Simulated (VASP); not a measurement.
Output of a VASP run:

### OSZICAR
```
       N       E                     dE             d eps       ncg     rms          rms(c)
DAV:   1     0.108561379098E+03    0.10856E+03   -0.80273E+03   416   0.145E+03
DAV:   2     0.264454281571E+01   -0.10592E+03   -0.99758E+02   421   0.268E+02
DAV:   3    -0.547621683425E+01   -0.81208E+01   -0.80032E+01   556   0.858E+01
DAV:   4    -0.576333458511E+01   -0.28712E+00   -0.28697E+00   525   0.143E+01
DAV:   5    -0.577195144402E+01   -0.86169E-02   -0.86166E-02   592   0.258E+00    0.513E+00
DAV:   6    -0.569616217539E+01    0.75789E-01   -0.33778E+00   429   0.527E+01    0.336E+00
DAV:   7    -0.556052062337E+01    0.13564E+00   -0.76199E-01   461   0.312E+01    0.168E+00
DAV:   8    -0.556317037053E+01   -0.26497E-02   -0.47532E-02   627   0.374E+00    0.463E-01
DAV:   9    -0.556020213546E+01    0.29682E-02   -0.14927E-02   512   0.385E+00    0.133E-01
DAV:  10    -0.556037758586E+01   -0.17545E-03   -0.74214E-04   476   0.257E-01    0.559E-02
DAV:  11    -0.556041473050E+01   -0.37145E-04   -0.35277E-04   516   0.567E-01    0.312E-02
DAV:  12    -0.556041206811E+01    0.26624E-05   -0.30906E-05   654   0.115E-01    0.270E-02
DAV:  13    -0.556041069043E+01    0.13777E-05   -0.13511E-06   373   0.342E-02    0.172E-02
DAV:  14    -0.556041028142E+01    0.40902E-06   -0.11067E-05   639   0.904E-02    0.495E-03
DAV:  15    -0.556041043175E+01   -0.15034E-06   -0.11790E-06   280   0.843E-03
   1 F= -.55604104E+01 E0= -.55604104E+01  d E =-.102021E-11
```

File OUTCAR:
```
------------------------ aborting loop because EDIFF is reached ----------------------------------------
  FORCE on cell =-STRESS in cart. coord.  units (eV):
  Direction    XX          YY          ZZ          XY          YZ          ZX
  --------------------------------------------------------------------------------------
  Total        0.0004158      0.0004158      0.0004158      0.0000000      0.0000000     -0.0000000
  in kB        0.0118523      0.0118523      0.0118523      0.0000000      0.0000000     -0.0000000
  external PRESSURE =       0.0118523 kB  Pullay stress =       0.0000000 kB
  volume of cell :       56.21
      direct lattice vectors                 reciprocal lattice vectors
     0.000000000  3.040356648  3.040356648    -0.164454391  0.164454391  0.164454391
     3.040356648  0.000000000  3.040356648     0.164454391 -0.164454391  0.164454391
     3.040356648  3.040356648  0.000000000     0.164454391  0.164454391 -0.164454391
  FREE ENERGIE OF THE ION-ELECTRON SYSTEM (eV)
  ---------------------------------------------------
  free  energy   TOTEN  =        -5.5604104318 eV

  energy  without entropy=       -5.5604104318  energy(sigma->0) =       -5.56041043
```
(Selected blocks of OUTCAR.)

**POSCAR**
```
CuI
1
    0.0000000000     3.0403566479     3.0403566479
    3.0403566479     0.0000000000     3.0403566479
    3.0403566479     3.0403566479     0.0000000000
Cu I
1 1
Direct
  0.0000000000   0.0000000000   0.0000000000
  0.2500000000   0.2500000000   0.2500000000
```

Reconstruct the remaining input files.

Several could match; the one computed here: the input of the run itself, PBE GGA, plane waves, VASP's PBE PAW potentials (set 64).

File KPOINTS:
```
kpoints
0
gamma
 6 6 6
```

### INCAR
```
ALGO = Normal
EDIFF = 1E-6
ENCUT = 520
GGA = PE
ISMEAR = 0
LASPH = .TRUE.
LCHARG = .FALSE.
LMAXMIX = 4
LREAL = .FALSE.
LWAVE = .TRUE.
NELM = 100
PREC = Accurate
SIGMA = 0.05
SYSTEM = CuI
```

POTCAR, in this order: Cu I (PBE.64 set). Program: vasp_std.

The compound is CuI in the zinc blende structure. It was relaxed first.
